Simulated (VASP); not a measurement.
All values below come from PBE GGA, VASP's PBE PAW potentials (set 64) (plane waves; VASP).

VASP input:

### INCAR
```
SYSTEM = PtSe2
PREC = Accurate
ENCUT = 300
EDIFF = 1E-6
NELM = 100
ALGO = Normal
LREAL = .FALSE.
LASPH = .TRUE.
ISMEAR = 1
SIGMA = 0.05
GGA = PE
LMAXMIX = 6
LWAVE = .FALSE.
LCHARG = .FALSE.
ISIF = 2
```

File KPOINTS:
```
Automatic mesh
0
Gamma
5 5 1
0 0 0
```

POSCAR:
```
PtSe2
1
    3.6676690000     0.0000000000     0.0000000000
   -1.8338350000     3.1762950000     0.0000000000
    0.0000000000     0.0000000000    16.9820380000
Pt Se
1 2
Direct
  0.0000000000   0.0000000000   0.5000000000
  0.3333330000   0.6666670000   0.5878000000
  0.6666670000   0.3333330000   0.4122000000
```

POTCAR, in this order: Pt Se (PBE.64 set). Program: vasp_std.

Output of the run:

### OSZICAR
```
       N       E                     dE             d eps       ncg     rms          rms(c)
DAV:   1     0.130882280987E+03    0.13088E+03   -0.60511E+03   158   0.719E+02
DAV:   2    -0.353167996379E+01   -0.13441E+03   -0.12848E+03   206   0.173E+02
DAV:   3    -0.146792063441E+02   -0.11148E+02   -0.11072E+02   185   0.613E+01
DAV:   4    -0.148651560452E+02   -0.18595E+00   -0.18577E+00   185   0.886E+00
DAV:   5    -0.148681669606E+02   -0.30109E-02   -0.30108E-02   208   0.108E+00    0.109E+01
DAV:   6    -0.142702049001E+02    0.59796E+00   -0.46837E+00   164   0.223E+01    0.668E+00
DAV:   7    -0.140510578948E+02    0.21915E+00   -0.11386E+00   171   0.118E+01    0.303E+00
DAV:   8    -0.140294116658E+02    0.21646E-01   -0.93151E-02   199   0.238E+00    0.741E-01
DAV:   9    -0.140261765436E+02    0.32351E-02   -0.17367E-02   220   0.139E+00    0.248E-01
DAV:  10    -0.140261302543E+02    0.46289E-04   -0.38437E-03   199   0.528E-01    0.777E-02
DAV:  11    -0.140261163368E+02    0.13917E-04   -0.12866E-04   192   0.131E-01    0.339E-02
DAV:  12    -0.140261200139E+02   -0.36771E-05   -0.70509E-05   178   0.476E-02    0.150E-02
DAV:  13    -0.140261283697E+02   -0.83558E-05   -0.13326E-05   206   0.311E-02    0.643E-03
DAV:  14    -0.140261619073E+02   -0.33538E-04   -0.10095E-05   171   0.134E-02    0.591E-03
DAV:  15    -0.140261806225E+02   -0.18715E-04   -0.62856E-06   177   0.825E-03    0.201E-03
DAV:  16    -0.140262050698E+02   -0.24447E-04   -0.13963E-06   146   0.619E-03    0.135E-03
DAV:  17    -0.140262265431E+02   -0.21473E-04   -0.59413E-07   138   0.347E-03    0.873E-04
DAV:  18    -0.140262353058E+02   -0.87626E-05   -0.21029E-07   131   0.194E-03    0.419E-04
DAV:  19    -0.140262381486E+02   -0.28429E-05   -0.10392E-07   131   0.137E-03    0.140E-04
DAV:  20    -0.140262385546E+02   -0.40598E-06   -0.10158E-08   159   0.407E-04
   1 F= -.14026239E+02 E0= -.14026316E+02  d E =0.232231E-03
```

File OUTCAR:
```
------------------------ aborting loop because EDIFF is reached ----------------------------------------
  FORCE on cell =-STRESS in cart. coord.  units (eV):
  Direction    XX          YY          ZZ          XY          YZ          ZX
  --------------------------------------------------------------------------------------
  Total       -1.2524073     -1.2524076     -4.3468284      0.0000002      0.0000000      0.0000000
  in kB      -10.1427421    -10.1427451    -35.2032135      0.0000016      0.0000000      0.0000000
  external PRESSURE =     -18.4962336 kB  Pullay stress =       0.0000000 kB
  volume of cell :      197.83
      direct lattice vectors                 reciprocal lattice vectors
     3.667669000  0.000000000  0.000000000     0.272652739  0.157416152  0.000000000
    -1.833835000  3.176295000  0.000000000     0.000000000  0.314832218  0.000000000
     0.000000000  0.000000000 16.982038000     0.000000000  0.000000000  0.058885747
 POSITION                                       TOTAL-FORCE (eV/Angst)
 -----------------------------------------------------------------------------------
      0.00000      0.00000      8.49102        -0.000000      0.000000      0.000000
     -0.00000      2.11753      9.98204         0.000000     -0.000000     -1.432543
      1.83384      1.05876      7.00000        -0.000000      0.000000      1.432543
 -----------------------------------------------------------------------------------
    total drift:                               -0.000000     -0.000000      0.000000
  FREE ENERGIE OF THE ION-ELECTRON SYSTEM (eV)
  ---------------------------------------------------
  free  energy   TOTEN  =       -14.0262385546 eV

  energy  without entropy=      -14.0264707855  energy(sigma->0) =      -14.02631596
```
(Selected blocks of OUTCAR.)

At this cut-off the stress carries a Pulay error, which pulls relaxed volumes low. The cell holds a wide vacuum, so values per volume refer to the whole cell.

The cell is a sheet with vacuum, built from a generated structure.
